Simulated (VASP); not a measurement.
## NiTe (relaxed from the CsCl type structure, space group Pm-3m): computed properties

Level of theory: PBEsol GGA, VASP's PBE PAW potentials (set 64) (plane waves; VASP).

| Quantity | Result |
|---|---|
| space group | Pm-3m (221) |
| cell | a = b = c = 3.2533 Å, α = β = γ = 90.00° |
| volume per atom | 17.22 Å^3/atom |
| band gap (over mesh and band path) | none (metal, semimetal or under 0.01 eV) |
| density | 8.98 g/cm³ |

```
NiTe
1.0
    3.25326     0.00000     0.00000
    0.00000     3.25326     0.00000
    0.00000     0.00000     3.25326
Ni Te
1 1
Direct
  0.00000   0.00000   0.00000
  0.50000   0.50000   0.50000
```

Unless said otherwise, spin-orbit coupling is left out, though it shifts the bands of the heavy elements here.

The structure was generated: NiTe was put into the CsCl type type (Pm-3m), which need not be its known phase. It was relaxed first, which changed the volume by -13 %. Symmetry was kept, so distortions that lower it aren't found.
